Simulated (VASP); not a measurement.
A convergence study with VASP on Be₂C (antifluorite): one setting is varied, all else stays as given below, so the limit is that of these other settings. ε∞ is the independent-particle value.

```xyz
3
Lattice="0.0000 2.1700 2.1700 2.1700 0.0000 2.1700 2.1700 2.1700 0.0000" Properties=species:S:1:pos:R:3 pbc="T T T"
Be     1.0850     1.0850     1.0850
Be     3.2550     3.2550     3.2550
C      0.0000     0.0000     0.0000
```

These are PBE GGA, VASP's PBE PAW potentials (set 64) (plane waves; VASP) values and carry that method's errors. The tightest run used: 700 eV cut-off, 8×8×8 Γ-centred mesh, Gaussian smearing of 0.050 eV, potentials Be C.

Question: The settings run are NBANDS = 5; NBANDS = 6; NBANDS = 8; NBANDS = 12; NBANDS = 20; NBANDS = 36; NBANDS = 68; NBANDS = 132. From which on does the mean ε∞ stay within 0.1  of the tightest run?

Answer: From NBANDS = 12 on: it is off by 0.06 there and by no more than 0.1 in any finer run, while NBANDS = 8 is off by 0.24.
```json
[
 {"setting": "NBANDS = 5", "mean ε∞": "4.49", "bands": "5", "difference judged ()": "2.84"},
 {"setting": "NBANDS = 6", "mean ε∞": "6.07", "bands": "6", "difference judged ()": "1.27"},
 {"setting": "NBANDS = 8", "mean ε∞": "7.10", "bands": "8", "difference judged ()": "0.24"},
 {"setting": "NBANDS = 12", "mean ε∞": "7.27", "bands": "12", "difference judged ()": "0.06"},
 {"setting": "NBANDS = 20", "mean ε∞": "7.32", "bands": "20", "difference judged ()": "0.02"},
 {"setting": "NBANDS = 36", "mean ε∞": "7.33", "bands": "36", "difference judged ()": "0.01"},
 {"setting": "NBANDS = 68", "mean ε∞": "7.33", "bands": "68", "difference judged ()": "0.01"},
 {"setting": "NBANDS = 132", "mean ε∞": "7.34", "bands": "132", "difference judged ()": "0.00"}
]
```

Left out are rungs that failed or repeat a setting and relaxations that didn't move; long series are thinned to 24 rows.

The compound is Be2C in the antifluorite structure. The cell was not relaxed at this level.
